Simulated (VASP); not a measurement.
Method: PBE GGA, VASP's PBE PAW potentials (set 64) (plane waves; VASP 6.6.1).

Input for VASP

File POSCAR:
```
Zn28Se26
1.0
  0.0000000000   8.6099050440   8.6099050440
  8.6099050440   0.0000000000   8.6099050440
  8.6099050440   8.6099050440   0.0000000000
Zn Se
28 26
Cart
  0.0000000000   0.0000000000   0.0000000000
  2.8699654780   2.8699654780   0.0000000000
 14.3498446100  14.3498446100  17.2198100880
  2.8699654780   0.0000000000   2.8699654780
  5.7399309561   2.8699654780   2.8699654780
 10.0180550139   7.2110107220   7.1719734125
  8.6099050440  14.3498446100  11.4798705220
  5.7399395660   0.0000000000   5.7399395660
  8.6099050440   2.8699654780   5.7399395660
 11.5246248085  14.3114358236  14.3886236223
  0.0000000000   2.8699654780   2.8699654780
  2.8699654780   5.7399309561   2.8699654780
 14.3498446100   8.6099050440  11.4798705220
  2.8699654780   2.8699654780   5.7399309561
  5.7399309561   5.7399309561   5.7399309561
  8.5796756674   8.5722280995   5.7115268793
  5.7399395660   2.8699654780   8.6099050440
  8.5828182827   5.7180876270   8.5870974055
 11.4807745621   8.5685430602   8.6258850278
  0.0000000000   5.7399395660   5.7399395660
  2.8699654780   8.6099050440   5.7399395660
 14.3498446100  11.4798791319  14.3498446100
  2.8699654780   5.7399395660   8.6099050440
  5.7399309561   8.6099050440   8.6099050440
  8.6099050440  11.4798791319   8.6099050440
  5.7399395660   5.7399395660  11.4798791319
  8.6099050440   8.6099050440  11.4798791319
 11.4798791319  11.4798791319  11.4798791319
  4.3049525220   4.3049525220   4.3049525220
  7.1749180000   7.1749180000   4.3049525220
 10.0448920880  10.0448920880   4.3049525220
  7.1749180000   4.3049525220   7.1749180000
 12.9148575660  10.0448920880   7.1749180000
 10.0448920880   4.3049525220  10.0448920880
 12.9148575660   7.1749180000  10.0448920880
 15.7848316539  10.0448920880  10.0448920880
  4.3049525220   7.1749180000   7.1749180000
  7.1749180000  10.0448834781   7.1749180000
 10.0448920880  12.9148575660   7.1749180000
  7.1749180000   7.1749180000  10.0448834781
 10.0448834781  10.0448834781  10.0448834781
 12.9148575660  12.9148575660  10.0448834781
 10.0448920880   7.1749180000  12.9148575660
 12.9148575660  10.0448834781  12.9148575660
 15.7848316539  12.9148575660  12.9148575660
  4.3049525220  10.0448920880  10.0448920880
  7.1749180000  12.9148575660  10.0448920880
 10.0448920880  15.7848316539  10.0448920880
  7.1749180000  10.0448920880  12.9148575660
 10.0448834781  12.9148575660  12.9148575660
 12.9148575660  15.7848316539  12.9148575660
 10.0448920880  10.0448920880  15.7848316539
 12.9148575660  12.9148575660  15.7848316539
 15.7848316539  15.7848316539  15.7848316539
```

KPOINTS:
```
Automatic mesh
0
Gamma
1 1 1
0 0 0
```

INCAR:
```
LMAXMIX=4   ! l cut-off of mixed one-centre charges
ISYM=0
NSW=60   ! most ionic steps
SIGMA=0.05   ! width (eV)
ISMEAR=0   ! Gaussian
SYSTEM=Zn28Se26
ENCUT=400   ! plane-wave cut-off (eV)
EDIFFG=-0.03   ! ionic stop
LREAL=Auto   ! projection in real space or not
LASPH=.TRUE.   ! aspherical one-centre terms
NELM=100   ! most electronic steps
LWAVE=.FALSE.
LCHARG=.FALSE.
ALGO=Fast   ! Davidson, then RMM-DIIS
ISIF=2
NELMIN=4
PREC=Normal
GGA=PE
EDIFF=1E-5
IBRION=2   ! conjugate gradients
```

POTCAR, in this order: Zn Se (PBE.64 set). Program: vasp_gam.

Output of the run:

**OUTCAR**
```
 ion  position               nearest neighbor table
   1  0.000  0.000  0.000-  54 2.49  48 2.49  52 2.49  36 2.49
   2  0.000  0.000  0.333-  52 2.49  46 2.49  34 2.49  53 2.49
   3  0.000  0.000  0.667-  35 2.49  47 2.49  53 2.49  54 2.49
   4  0.000  0.333  0.000-  48 2.49  46 2.49  31 2.49  51 2.49
   5  0.000  0.333  0.333-  46 2.49  29 2.49  47 2.49  49 2.49
   6  0.253  0.580  0.584-  16 2.46  19 2.47  18 2.51  10 2.55
   7  0.000  0.333  0.667-  30 2.49  47 2.49  50 2.49  48 2.49
   8  0.000  0.667  0.000-  33 2.49  49 2.49  51 2.49  54 2.49
   9  0.000  0.667  0.333-  32 2.49  49 2.49  50 2.49  52 2.49
  10  0.997  0.674  0.665-  53 2.42  51 2.51  50 2.51   6 2.55
  11  0.333  0.000  0.000-  36 2.49  34 2.49  31 2.49  45 2.49
  12  0.333  0.000  0.333-  34 2.49  29 2.49  35 2.49  43 2.49
  13  0.333  0.000  0.667-  30 2.49  35 2.49  44 2.49  36 2.49
  14  0.333  0.333  0.000-  31 2.49  29 2.49  33 2.49  39 2.49
  15  0.333  0.333  0.333-  29 2.49  30 2.49  32 2.49  37 2.49
  16  0.331  0.332  0.664-  30 2.43   6 2.46  38 2.51  31 2.51
  17  0.333  0.667  0.000-  32 2.49  33 2.49  42 2.49  36 2.49
  18  0.332  0.665  0.332-  32 2.44  40 2.50  34 2.50   6 2.51
  19  0.332  0.670  0.663-  35 2.45   6 2.47  41 2.50  33 2.52
  20  0.667  0.000  0.000-  39 2.49  43 2.49  45 2.49  54 2.49
  21  0.667  0.000  0.333-  37 2.49  43 2.49  44 2.49  52 2.49
  22  0.667  0.000  0.667-  45 2.49  53 2.49  38 2.49  44 2.49
  23  0.667  0.333  0.000-  37 2.49  39 2.49  42 2.49  48 2.49
  24  0.667  0.333  0.333-  37 2.49  38 2.49  40 2.49  46 2.49
  25  0.667  0.333  0.667-  39 2.49  47 2.49  41 2.49  38 2.49
  26  0.667  0.667  0.000-  45 2.49  51 2.49  40 2.49  42 2.49
  27  0.667  0.667  0.333-  43 2.49  49 2.49  41 2.49  40 2.49
  28  0.667  0.667  0.667-  42 2.49  44 2.49  50 2.49  41 2.49
  29  0.250  0.250  0.250-  15 2.49  12 2.49  14 2.49   5 2.49
  30  0.250  0.250  0.583-  16 2.43  13 2.49   7 2.49  15 2.49
  31  0.250  0.250  0.917-  14 2.49  11 2.49   4 2.49  16 2.51
  32  0.250  0.583  0.250-  18 2.44  17 2.49   9 2.49  15 2.49
  33  0.250  0.583  0.917-   8 2.49  17 2.49  14 2.49  19 2.52
  34  0.250  0.917  0.250-  12 2.49  11 2.49   2 2.49  18 2.50
  35  0.250  0.917  0.583-  19 2.45  13 2.49   3 2.49  12 2.49
  36  0.250  0.917  0.917-  11 2.49   1 2.49  13 2.49  17 2.49
  37  0.583  0.250  0.250-  21 2.49  23 2.49  24 2.49  15 2.49
  38  0.583  0.250  0.583-  24 2.49  22 2.49  25 2.49  16 2.51
  39  0.583  0.250  0.917-  20 2.49  23 2.49  25 2.49  14 2.49
...
```

File OSZICAR:
```
...
RMM:   6    -0.150169125131E+03    0.59261E-04   -0.93925E-03   597   0.187E-01    0.133E-01
RMM:   7    -0.150169045710E+03    0.79422E-04   -0.19968E-03   610   0.845E-02    0.721E-02
RMM:   8    -0.150169105503E+03   -0.59793E-04   -0.84312E-04   592   0.483E-02    0.342E-02
RMM:   9    -0.150169089590E+03    0.15913E-04   -0.14535E-04   534   0.278E-02    0.163E-02
RMM:  10    -0.150169089033E+03    0.55697E-06   -0.39586E-05   414   0.111E-02
   5 F= -.15016909E+03 E0= -.15016758E+03  d E =-.466083E+00
       N       E                     dE             d eps       ncg     rms          rms(c)
DAV:   1    -0.150277736696E+03   -0.10865E+00   -0.67882E+01   624   0.113E+01    0.789E-01
RMM:   2    -0.150313037885E+03   -0.35301E-01   -0.37378E-01   592   0.121E+00    0.371E-01
RMM:   3    -0.150315697971E+03   -0.26601E-02   -0.36039E-02   592   0.348E-01    0.217E-01
RMM:   4    -0.150316026143E+03   -0.32817E-03   -0.48679E-03   603   0.151E-01    0.186E-01
RMM:   5    -0.150316017598E+03    0.85452E-05   -0.14870E-03   593   0.805E-02    0.398E-02
RMM:   6    -0.150316038508E+03   -0.20910E-04   -0.25391E-04   593   0.354E-02    0.210E-02
RMM:   7    -0.150316033143E+03    0.53648E-05   -0.61630E-05   449   0.143E-02
   6 F= -.15031603E+03 E0= -.15031603E+03  d E =-.146944E+00
       N       E                     dE             d eps       ncg     rms          rms(c)
DAV:   1    -0.150299891378E+03    0.16147E-01   -0.19541E+02   608   0.200E+01    0.141E+00
RMM:   2    -0.150448611999E+03   -0.14872E+00   -0.15931E+00   592   0.242E+00    0.692E-01
RMM:   3    -0.150456933193E+03   -0.83212E-02   -0.12458E-01   592   0.658E-01    0.372E-01
RMM:   4    -0.150457915239E+03   -0.98205E-03   -0.15125E-02   602   0.265E-01    0.330E-01
RMM:   5    -0.150457808838E+03    0.10640E-03   -0.52167E-03   592   0.150E-01    0.588E-02
RMM:   6    -0.150457862930E+03   -0.54092E-04   -0.89450E-04   597   0.660E-02    0.363E-02
RMM:   7    -0.150457857395E+03    0.55349E-05   -0.19949E-04   555   0.250E-02    0.189E-02
RMM:   8    -0.150457861301E+03   -0.39057E-05   -0.11615E-04   479   0.187E-02    0.116E-02
RMM:   9    -0.150457859302E+03    0.19994E-05   -0.19118E-05   387   0.108E-02
   7 F= -.15045786E+03 E0= -.15045786E+03  d E =-.288770E+00
       N       E                     dE             d eps       ncg     rms          rms(c)
DAV:   1    -0.148775782052E+03    0.16821E+01   -0.92816E+02   600   0.501E+01    0.381E+00
RMM:   2    -0.150320032652E+03   -0.15443E+01   -0.16475E+01   592   0.829E+00    0.213E+00
RMM:   3    -0.150388962081E+03   -0.68929E-01   -0.11184E+00   594   0.215E+00    0.101E+00
RMM:   4    -0.150397164839E+03   -0.82028E-02   -0.10711E-01   596   0.734E-01    0.901E-01
RMM:   5    -0.150395359841E+03    0.18050E-02   -0.29799E-02   596   0.401E-01    0.371E-01
RMM:   6    -0.150395500263E+03   -0.14042E-03   -0.92425E-03   595   0.178E-01    0.894E-02
RMM:   7    -0.150395503083E+03   -0.28197E-05   -0.13777E-03   606   0.713E-02    0.501E-02
RMM:   8    -0.150395505990E+03   -0.29073E-05   -0.60089E-04   578   0.411E-02    0.272E-02
RMM:   9    -0.150395509500E+03   -0.35101E-05   -0.10044E-04   498   0.228E-02    0.121E-02
RMM:  10    -0.150395510329E+03   -0.82882E-06   -0.25254E-05   401   0.874E-03
   8 F= -.15039551E+03 E0= -.15039551E+03  d E =-.226421E+00
       N       E                     dE             d eps       ncg     rms          rms(c)
DAV:   1    -0.150166788526E+03    0.22872E+00   -0.31690E+02   600   0.272E+01    0.172E+00
RMM:   2    -0.150468071543E+03   -0.30128E+00   -0.31069E+00   592   0.333E+00    0.755E-01
RMM:   3    -0.150484056248E+03   -0.15985E-01   -0.21180E-01   592   0.907E-01    0.481E-01
RMM:   4    -0.150485502124E+03   -0.14459E-02   -0.26220E-02   600   0.389E-01    0.414E-01
RMM:   5    -0.150485160047E+03    0.34208E-03   -0.66206E-03   593   0.165E-01    0.870E-02
RMM:   6    -0.150485196083E+03   -0.36036E-04   -0.12693E-03   597   0.704E-02    0.530E-02
RMM:   7    -0.150485176004E+03    0.20079E-04   -0.30749E-04   597   0.358E-02    0.259E-02
RMM:   8    -0.150485183593E+03   -0.75893E-05   -0.17613E-04   517   0.208E-02    0.151E-02
RMM:   9    -0.150485182400E+03    0.11936E-05   -0.40779E-05   417   0.168E-02
   9 F= -.15048518E+03 E0= -.15048518E+03  d E =-.316093E+00
       N       E                     dE             d eps       ncg     rms          rms(c)
DAV:   1    -0.150520127024E+03   -0.34943E-01   -0.39077E+01   600   0.110E+01    0.137E+00
RMM:   2    -0.150566500356E+03   -0.46373E-01   -0.52956E-01   592   0.134E+00    0.426E-01
RMM:   3    -0.150570924201E+03   -0.44238E-02   -0.62620E-02   592   0.495E-01    0.304E-01
RMM:   4    -0.150571170061E+03   -0.24586E-03   -0.10059E-02   604   0.234E-01    0.257E-01
RMM:   5    -0.150571007185E+03    0.16288E-03   -0.27629E-03   593   0.109E-01    0.695E-02
RMM:   6    -0.150571057275E+03   -0.50090E-04   -0.54924E-04   604   0.437E-02    0.408E-02
RMM:   7    -0.150571050206E+03    0.70695E-05   -0.12403E-04   506   0.225E-02    0.123E-02
RMM:   8    -0.150571053242E+03   -0.30363E-05   -0.36777E-05   421   0.111E-02
  10 F= -.15057105E+03 E0= -.15057105E+03  d E =-.858708E-01
       N       E                     dE             d eps       ncg     rms          rms(c)
DAV:   1    -0.150570725206E+03    0.32500E-03   -0.70147E+00   624   0.463E+00    0.572E-01
RMM:   2    -0.150579031234E+03   -0.83060E-02   -0.93772E-02   592   0.545E-01    0.181E-01
RMM:   3    -0.150579834717E+03   -0.80348E-03   -0.11119E-02   592   0.206E-01    0.128E-01
RMM:   4    -0.150579870265E+03   -0.35548E-04   -0.17339E-03   603   0.937E-02    0.990E-02
RMM:   5    -0.150579850733E+03    0.19533E-04   -0.45641E-04   590   0.470E-02    0.334E-02
RMM:   6    -0.150579860863E+03   -0.10131E-04   -0.97368E-05   522   0.181E-02    0.170E-02
RMM:   7    -0.150579859862E+03    0.10014E-05   -0.23971E-05   396   0.937E-03
  11 F= -.15057986E+03 E0= -.15057986E+03  d E =-.946775E-01
       N       E                     dE             d eps       ncg     rms          rms(c)
DAV:   1    -0.150583438376E+03   -0.35775E-02   -0.27432E+00   616   0.304E+00    0.402E-01
RMM:   2    -0.150587308155E+03   -0.38698E-02   -0.42046E-02   592   0.397E-01    0.135E-01
RMM:   3    -0.150587703912E+03   -0.39576E-03   -0.50675E-03   592   0.147E-01    0.944E-02
RMM:   4    -0.150587735379E+03   -0.31467E-04   -0.77499E-04   598   0.674E-02    0.694E-02
RMM:   5    -0.150587728496E+03    0.68826E-05   -0.19088E-04   594   0.332E-02    0.242E-02
RMM:   6    -0.150587733374E+03   -0.48780E-05   -0.39043E-05   420   0.122E-02
  12 F= -.15058773E+03 E0= -.15058773E+03  d E =-.787351E-02
       N       E                     dE             d eps       ncg     rms          rms(c)
DAV:   1    -0.150587782259E+03   -0.53763E-04   -0.57786E-01   624   0.140E+00    0.185E-01
RMM:   2    -0.150588622892E+03   -0.84063E-03   -0.91048E-03   592   0.186E-01    0.638E-02
RMM:   3    -0.150588709822E+03   -0.86930E-04   -0.11018E-03   592   0.689E-02    0.454E-02
RMM:   4    -0.150588717477E+03   -0.76546E-05   -0.17262E-04   597   0.322E-02    0.338E-02
RMM:   5    -0.150588716215E+03    0.12616E-05   -0.43461E-05   459   0.157E-02
  13 F= -.15058872E+03 E0= -.15058872E+03  d E =-.885635E-02
       N       E                     dE             d eps       ncg     rms          rms(c)
DAV:   1    -0.150590350979E+03   -0.16335E-02   -0.15370E+00   616   0.230E+00    0.202E-01
RMM:   2    -0.150591427748E+03   -0.10768E-02   -0.12391E-02   592   0.215E-01    0.677E-02
RMM:   3    -0.150591557570E+03   -0.12982E-03   -0.15977E-03   592   0.802E-02    0.538E-02
RMM:   4    -0.150591560747E+03   -0.31774E-05   -0.23421E-04   606   0.351E-02    0.389E-02
RMM:   5    -0.150591556775E+03    0.39729E-05   -0.67742E-05   487   0.179E-02
  14 F= -.15059156E+03 E0= -.15059156E+03  d E =-.284056E-02
```

File OUTCAR:
```
------------------------ aborting loop because EDIFF is reached ----------------------------------------
  FORCE on cell =-STRESS in cart. coord.  units (eV):
  Direction    XX          YY          ZZ          XY          YZ          ZX
  --------------------------------------------------------------------------------------
  Total       19.8294235     19.7293364     19.7755614      0.0021722     -0.0002975      0.0535057
  in kB       24.8883204     24.7626991     24.8207170      0.0027264     -0.0003734      0.0671561
  external PRESSURE =      24.8239122 kB  Pullay stress =       0.0000000 kB
  volume of cell :     1276.51
      direct lattice vectors                 reciprocal lattice vectors
     0.000000000  8.609905044  8.609905044    -0.058072650  0.058072650  0.058072650
     8.609905044  0.000000000  8.609905044     0.058072650 -0.058072650  0.058072650
     8.609905044  8.609905044  0.000000000     0.058072650  0.058072650 -0.058072650
  FREE ENERGIE OF THE ION-ELECTRON SYSTEM (eV)
  ---------------------------------------------------
  free  energy   TOTEN  =      -150.5915567746 eV

  energy  without entropy=     -150.5915567746  energy(sigma->0) =     -150.59155677

 reached required accuracy - stopping structural energy minimisation
```
(Selected blocks of OUTCAR.)

### CONTCAR
```
Zn28Se26
   1.00000000000000
     0.0000000000000000    8.6099050439999996    8.6099050439999996
     8.6099050439999996    0.0000000000000000    8.6099050439999996
     8.6099050439999996    8.6099050439999996    0.0000000000000000
  Zn              Se
    28    26
Direct
     0.9988865785784413    0.0003757090142537    0.0002620169122270
     0.9972302743984123    0.0021471451590642    0.3297702349114239
     0.9964734079919205    0.0028888934188215    0.6707439156056426
     0.9976435467858359    0.3304198514369794    0.0011491962032163
     0.9998225036364019    0.3335601440736579    0.3331768089601280
     0.2517739338238575    0.5806704901110865    0.5848086671491166
     0.9964606478307581    0.3309791958179341    0.6708009398098895
     0.9970148514830276    0.6707644834441326    0.0021251477715716
     0.9966509185552234    0.6707911134586542    0.3306395793941950
     0.9557201675842703    0.6830319216768905    0.6814300404013502
     0.3349804283398191    0.9981789135135962    0.9985855347604720
     0.3375247815533494    0.0019717324121701    0.3297507411088528
     0.3356684559105831    0.9973550982732421    0.6689827743928358
     0.3374108531233035    0.3304595882197817    0.0008515621941671
     0.3374136168171023    0.3299809854542529    0.3298001090892237
     0.3483716846534430    0.2876401170535298    0.6801950992715428
     0.3354871431254542    0.6684420090263968    0.9976567409885850
     0.3483829578513316    0.6806571942926215    0.2878935616773426
     0.3466274436251157    0.6832082261277304    0.6813918329337130
     0.6670127910537405    0.0003913775130640    0.0002927654244987
     0.6669435754425015    0.0004413921892861    0.3321949183252652
     0.6644962648250948    0.9981754356847133    0.6687379188212526
     0.6669283801283066    0.3323291947320711    0.0003263538109640
     0.6686906832965636    0.3302704937645091    0.3302152405656922
     0.6674973425135494    0.3312688498855210    0.6707279579657343
     0.6650047931365216    0.6683979945876996    0.9980769154737630
     0.6679443790547573    0.6706994023458590    0.3309305101145157
     0.6655401974237538    0.6680135872881217    0.6681890191945754
     0.2494679161941607    0.2502304005606509    0.2491937970955657
     0.2480383481889925    0.2489972516843633    0.5812768240304559
     0.2489829150138763    0.2498725803071285    0.9184185499229853
     0.2482815943147255    0.5814870088974261    0.2492061926629581
     0.2484157127217607    0.5820783482161184    0.9195495273862626
     0.2487586020226343    0.9188068445310609    0.2500183120007867
     0.2479977340198765    0.9211861579736130    0.5813927912559502
     0.2490807782828993    0.9168528571305971    0.9172612261315991
     0.5839528625957995    0.2493430313159450    0.2492899172212870
     0.5862690192706000    0.2498278958444854    0.5816845888041734
     0.5839019536853298    0.2493848060227004    0.9172662087020147
     0.5864544506167538    0.5817526863038636    0.2497121601866219
     0.5850992570244334    0.5826058748327083    0.5822901526864052
     0.5838531249842326    0.5824291430407447    0.9167144938551935
     0.5840336830441691    0.9172824067524367    0.2492846059150906
     0.5839983601974106    0.9165792597258776    0.5823701651773510
     0.5835006538683950    0.9169105038018253    0.9171163528218997
     0.9170318660688160    0.2503858885119866    0.2495327677505058
     0.9158778394953524    0.2511862041187670    0.5828414373009585
     0.9159601263191138    0.2493256980319353    0.9173512863530616
     0.9162601941864866    0.5830788169502845    0.2504297211499183
     0.9169463965795882    0.5825667483055699    0.5822128577778767
     0.9166144913408565    0.5821065188541844    0.9196858040797445
     0.9158993094695040    0.9174314953347551    0.2492109501635720
     0.9160302576844657    0.9212021657161007    0.5814161186183294
     0.9159679502673170    0.9173708672592350    0.9173030877176790
```

The supercell is sampled at Γ alone, which is coarse: total energies, pressure and levels can be off, energies of defects by several tenths of an eV.

The cell is a supercell with a defect, built from a database entry that may be metastable or hypothetical: Zn_Se. The run is not spin-polarised, so no state with unpaired spins was tried.
